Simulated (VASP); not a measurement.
# AlCo (Pm-3m) under uniaxial stress along [001]

How do stress and energy of AlCo follow uniaxial stress along [001]?

Method: PBEsol, no spin polarisation; plane waves and PAW (Co, Al); cell typed or built by script, in the first sound run; inputs show where later runs differ, in VASP 6.6.1.

### Step 1. Starting point

It takes space group Pm-3m (No. 221, cubic). Conventional cell: a = 2.862 Å, b = 2.862 Å, c = 2.862 Å, α = 90.00°, β = 90.00°, γ = 90.00°. Nearest to Co lie 8 Al at 2.48 Å. Al has 8 Co at 2.48 Å nearest. Farther neighbours are not listed.

### Step 2. Relax the crystal, PBEsol

The series starts from the cell that this level prefers, so that zero strain is near zero stress.

This step took 2 runs in a row; the last is shown.

Level: PBEsol, no spin polarisation; plane waves and PAW (Co, Al); cell typed or built by script.

The input, INCAR:

```
SYSTEM = AlCo
PREC = Accurate
ENCUT = 450
EDIFF = 1E-07
NELM = 120
ISMEAR = 1
SIGMA = 0.15
LREAL = .FALSE.
ALGO = Normal
GGA = PS
NBANDS = 12
LASPH = .TRUE.
LORBIT = 11
LWAVE = .FALSE.
LCHARG = .FALSE.
KPAR = 8
IBRION = 2
NSW = 40
ISIF = 3
EDIFFG = -0.005
POTIM = 0.4
```

The input, POSCAR:

```
AlCo
1.0
    2.8224832097      0.0000000000      0.0000000000
    0.0000000000      2.8224832097      0.0000000000
    0.0000000000      0.0000000000      2.8224832097
Co Al
1 1
Direct
    0.0000000000      0.0000000000      0.0000000000
    0.5000000000      0.5000000000      0.5000000000
```

The input, KPOINTS:

```
Automatic mesh
0
Gamma
17 17 17
0 0 0
```

PAW data sets: Co and Al (PBE family, release 64).

Run with:

```console
$ mpirun -np 8 vasp_std
```

Output:

```text
[banner, memory and clock lines left out]
running    8 mpi-ranks, on    1 nodes
[...]
|                                                                             |
|           W    W    AA    RRRRR   N    N  II  N    N   GGGG   !!!           |
|           W    W   A  A   R    R  NN   N  II  NN   N  G    G  !!!           |
|           W    W  A    A  R    R  N N  N  II  N N  N  G       !!!           |
|           W WW W  AAAAAA  RRRRR   N  N N  II  N  N N  G  GGG   !            |
|           WW  WW  A    A  R   R   N   NN  II  N   NN  G    G                |
|           W    W  A    A  R    R  N    N  II  N    N   GGGG   !!!           |
|                                                                             |
|     For optimal performance we recommend to set                             |
|       NCORE = 2 up to number-of-cores-per-socket                            |
|     NCORE specifies how many cores store one orbital (NPAR=cpu/NCORE).      |
|     This setting can greatly improve the performance of VASP for DFT.       |
[...]
|     You enforced a specific xc type in the INCAR file but a different       |
|     [... a line on the potential file left out ...]
|     I HOPE YOU KNOW WHAT YOU ARE DOING!                                     |
|                                                                             |

 LDA part: xc-table for (Slater+PW92), standard interpolation
 POSCAR, INCAR and KPOINTS ok, starting setup
[...]
entering main loop
       N       E                     dE             d eps       ncg     rms          rms(c)
DAV:   1     0.337421631691E+02    0.33742E+02   -0.47769E+03  4000   0.938E+02
DAV:   2    -0.135789694851E+02   -0.47321E+02   -0.43698E+02  4100   0.171E+02
DAV:   3    -0.149819774630E+02   -0.14030E+01   -0.13930E+01  4796   0.358E+01
DAV:   4    -0.150038783572E+02   -0.21901E-01   -0.21894E-01  4500   0.404E+00
[...]
DAV:  11    -0.130812698634E+02    0.20989E-04   -0.25878E-05  4932   0.504E-02    0.107E-02
DAV:  12    -0.130812695196E+02    0.34378E-06   -0.83690E-07  5056   0.975E-03    0.500E-03
DAV:  13    -0.130812695280E+02   -0.83626E-08   -0.14912E-07  3312   0.260E-03
   1 F= -.13081270E+02 E0= -.13082005E+02  d E =-.130813E+02
[...]
reached required accuracy - stopping structural energy minimisation
```

It took 3 s on 8 MPI ranks of Intel Xeon 6975P-C (Granite Rapids), shared host; peak memory 1.1 GiB; 20 s of CPU time.

The logs omit lines about the potential files and the build; timing stands in the text.

OUTCAR, selected parts (step 2):

```text
  Total       -0.0049179     -0.0049179     -0.0049179      0.0000000      0.0000000     -0.0000000
  in kB       -0.3504229     -0.3504229     -0.3504229      0.0000000      0.0000000     -0.0000000
  external PRESSURE =      -0.3504229 kB  Pullay stress =       0.0000000 kB

 POSITION                                       TOTAL-FORCE (eV/Angst)
 -----------------------------------------------------------------------------------
      0.00000      0.00000      0.00000         0.000000      0.000000      0.000000
      1.41124      1.41124      1.41124         0.000000      0.000000      0.000000
 -----------------------------------------------------------------------------------
    total drift:                                0.000000      0.000000      0.000000

  FREE ENERGIE OF THE ION-ELECTRON SYSTEM (eV)
  ---------------------------------------------------
  free  energy   TOTEN  =       -13.0812695280 eV

  energy  without entropy=      -13.0834760187  energy(sigma->0) =      -13.08200502

 reached required accuracy - stopping structural energy minimisation

[... 3 further parts left out ...]
[key lines of the parts left out:]
E-fermi :  10.8507
```

Numbers from this step:

```
energy(sigma→0) of the program : -13.0820 eV
stress, compression positive   : xx, yy, zz -0.04, -0.04, -0.04 GPa
volume                         : 22.485 Å³
ionic steps                    : 1
```

### Step 3. Strain across the axis, PBEsol

One member in full: the axis is strained by -2 %, and the two directions across it are strained alike until their mean stress is under 0.012 GPa or five steps are spent.

This step took 3 runs, each at a new trial strain with the atoms of the one before; the last is shown.

Level: PBEsol, no spin polarisation; plane waves and PAW (Co, Al); cell typed or built by script.

Edit INCAR of step 2 so:

```diff
@@ -15,7 +15,7 @@
 LCHARG = .FALSE.
-KPAR = 8
-IBRION = 2
-NSW = 40
-ISIF = 3
-EDIFFG = -0.005
-POTIM = 0.4
+KPAR = 2
+IBRION = 1
+NSW = 25
+ISIF = 2
+EDIFFG = -0.004
+POTIM = 0.3
```

The input, POSCAR:

```
AlCo
1.0
    2.8383221650      0.0000000000      0.0000000000
    0.0000000000      2.8383221650      0.0000000000
    0.0000000000      0.0000000000      2.7660335460
Co Al
1 1
Direct
    0.0000000000      0.0000000000      0.0000000000
    0.5000000000      0.5000000000      0.5000000000
```

KPOINTS is that of step 2.

Run with:

```console
$ mpirun -np 2 vasp_std
```

Output:

```text
[banner, memory and clock lines left out]
running    2 mpi-ranks, on    1 nodes
[...]
[... a notice as in an earlier step ...]

 LDA part: xc-table for (Slater+PW92), standard interpolation
 POSCAR, INCAR and KPOINTS ok, starting setup
[...]
entering main loop
       N       E                     dE             d eps       ncg     rms          rms(c)
DAV:   1     0.338895732772E+02    0.33890E+02   -0.48571E+03  9904   0.948E+02
DAV:   2    -0.135474381817E+02   -0.47437E+02   -0.43757E+02 10080   0.172E+02
DAV:   3    -0.149761276935E+02   -0.14287E+01   -0.14146E+01 11852   0.362E+01
DAV:   4    -0.149991311682E+02   -0.23003E-01   -0.22996E-01 11152   0.407E+00
[...]
DAV:  11    -0.130735631300E+02    0.22233E-04   -0.26539E-05 12064   0.500E-02    0.935E-03
DAV:  12    -0.130735627411E+02    0.38890E-06   -0.97979E-07 11912   0.930E-03    0.482E-03
DAV:  13    -0.130735627233E+02    0.17807E-07   -0.14542E-07  7612   0.260E-03
   1 F= -.13073563E+02 E0= -.13073919E+02  d E =-.130736E+02
 BRION: g(F)=  0.000E+00 g(S)=  0.000E+00
 reached required accuracy - stopping structural energy minimisation
```

Run time: 14 s. Hardware: 2 MPI ranks; peak memory 0.39 GiB.

Parts of OUTCAR (step 3):

```text
  Total       -0.0000274     -0.0000274      0.7786031      0.0000000      0.0000000      0.0000000
  in kB       -0.0019713     -0.0019713     55.9816726      0.0000000      0.0000000      0.0000000
  external PRESSURE =      18.6592433 kB  Pullay stress =       0.0000000 kB

 POSITION                                       TOTAL-FORCE (eV/Angst)
 -----------------------------------------------------------------------------------
      0.00000      0.00000      0.00000         0.000000      0.000000      0.000000
      1.41916      1.41916      1.38302         0.000000      0.000000      0.000000
 -----------------------------------------------------------------------------------
    total drift:                               -0.000000      0.000000      0.000000

  FREE ENERGIE OF THE ION-ELECTRON SYSTEM (eV)
  ---------------------------------------------------
  free  energy   TOTEN  =       -13.0735627233 eV

  energy  without entropy=      -13.0746311334  energy(sigma->0) =      -13.07391886

[... 1 part as in an earlier step ...]

[... 3 further parts left out ...]
[key lines of the parts left out:]
E-fermi :  10.9564
```

This run gave:

| Item | Value |
| --- | --- |
| energy(sigma→0) of the program | -13.0739 eV |
| stress, compression positive | xx, yy, zz 0.00, 0.00, 5.60 GPa |
| ionic steps | 1 |

### Step 4. All members

The other members went through these steps as far as the tables show, with the same cutoff and, step by step, the same mesh; 27 runs are not shown. The session took 0.22 core hours (wall time by ranks) on a shared machine.

```tsv
strain along the axis (%)	strain across the axis (%)	stress along the axis, tension positive (GPa)	energy above the unstrained row, extrapolated to no smearing (meV/atom)
-2.000	0.561	-5.598	4.043
-1.500	0.419	-4.093	2.259
-1.000	0.277	-2.642	1.000
-0.500	0.136	?	?
0	-0.008	0.014	0.000
0.500	-0.156	1.155	0.220
1.000	-0.307	2.174	0.860
1.500	-0.461	3.102	1.866
2.000	-0.617	3.955	3.182
```

### Step 5. A fit to the known rows

Fitting a parabola to the 8 known rows (e: strain in %) gives stress = − 0.2065 e² + 2.395 e − 0.01060 in GPa; the residuals are 0.021 GPa r.m.s.

For the withheld row, e = -0.5, the fit gives -1.260 GPa.

### Step 6. Checking the prediction

The calculation gives -1.261 GPa, so the prediction is 0.001 GPa too high.

Slopes at zero strain, from cubics through all rows: strain ratio -0.292, stress over strain 241 GPa.

### Step 7. Summary of results

| Property | Result |
| --- | --- |
| error of the predicted stress | 0.001 GPa |
| Poisson ratio | 0.292 |
| Young's modulus along the axis | 241 GPa |

In words: As a check, the curvature of the energy gives 266 GPa for the same modulus (energy per volume = E/2 × strain²), 10 % from the slope of the stress; these energies are extrapolated to no smearing, while the stress belongs to the free energy, so part of the difference may come from that. These are static values: temperature and zero-point motion are left out. In a metal the slopes also depend on mesh and smearing, which were held through the series.

[Lines on the potential files, build, host, timing and source positions are cut from VASP's logs without a mark.]

[Logs are printed without paths, hosts, clocks, repeated set-up lines and the standing remarks that a program may print on its own settings, such as how far it seeks lower states.]

[Hosts, paths, dates, database ids (printed as entryN), source tags and the programs' standing remarks are cut or masked in the printed files.]

[In band tables of VASP the shares of atoms and orbitals are scaled to a sum of 1 inside the atoms' spheres.]
